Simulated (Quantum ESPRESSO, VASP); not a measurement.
**One structure in several programs: Rh (Fm-3m, 1 atom in the cell)**

Self-consistent single point.

```yaml
crystal:
  lattice:
    - [0.00000, 1.90000, 1.90000]
    - [1.90000, 0.00000, 1.90000]
    - [1.90000, 1.90000, 0.00000]
  atoms:
    - { symbol: Rh, position: [0.00000, 0.00000, 0.00000] }
```

Shared settings, as Quantum ESPRESSO writes them: occupations = smearing; smearing = gaussian; degauss = 0.0147 Ry; noncolin = true; lspinorb = true; K_POINTS = automatic 15 15 15 0 0 0. Potentials and cutoffs stand in the table.

| code | model | pressure (GPa) | cutoff |
|---|---|---|---|
| Quantum ESPRESSO | PBE, spin-orbit coupling, PseudoDojo fully relativistic norm-conserving (PBE) pseudopotentials | 7.51 | 90 Ry |
| VASP | PBE, spin-orbit coupling, VASP's PBE PAW potentials (set 64) | 6.51 | 300 eV |

The spread over the programs that give each value: pressure within 1.00 GPa.

VASP's run is marked for a possible Pulay error in its stress at this cutoff; no cutoff test was made.

The starting cell has typed, rounded lattice constants, without a prior relaxation at this level.

Left out of this page: Ansatz, Elk, FLEUR and SIESTA (not drawn, or without a comparable value); ABINIT (failed or unconverged).
